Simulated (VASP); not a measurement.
Hf2Si, 6 atoms in the cell. Symmetry: I4/mcm, No. 140, tetragonal system. Conventional cell: a = 6.551 Å, b = 6.551 Å, c = 5.166 Å, α = 90.00°, β = 90.00°, γ = 90.00°. Around Hf (site symmetry m2m) lie 4 Si at 2.79 Å and 3 Hf at 2.90 to 3.11 Å. Si (site symmetry 422) is surrounded by 2 Si at 2.58 Å and 8 Hf at 2.79 Å. The cell comes from a database or a generator and needn't be the stable form of this composition.

```yaml
Program: VASP 6.6.1
Task: relaxation of cell and atoms
Functional: PBEsol
Potentials_or_basis: VASP PAW PBE potentials, release 64 (Hf_pv, Si)
Cutoff: 300 eV
k_mesh: 10 × 10 × 10
Occupations: gaussian, width 0.1 eV
Spin: no spin polarisation
Further_INCAR_settings: ALGO = Normal; EDIFF = 1e-07; IBRION = 2; EDIFFG = -0.005; NSW = 90; ISIF = 3
```

Potentials or basis: VASP PAW PBE potentials, release 64 (Hf_pv, Si).

The run is started by

```bash
$ cat potpaw_PBE.64/Hf_pv/POTCAR potpaw_PBE.64/Si/POTCAR > POTCAR
$ mpirun -np 1 vasp_std > vasp.out
```

Hardware: 1 thread of Intel(R) Xeon(R) Platinum 8488C (Sapphire Rapids), on a shared host.

Estimate the wall time of this run.

Run time: 7.3 min on 1 thread of Intel(R) Xeon(R) Platinum 8488C (Sapphire Rapids), with other jobs on the host, peak memory 0.25 GiB. Counts: scf iterations 71, k points 102, ion steps 11.
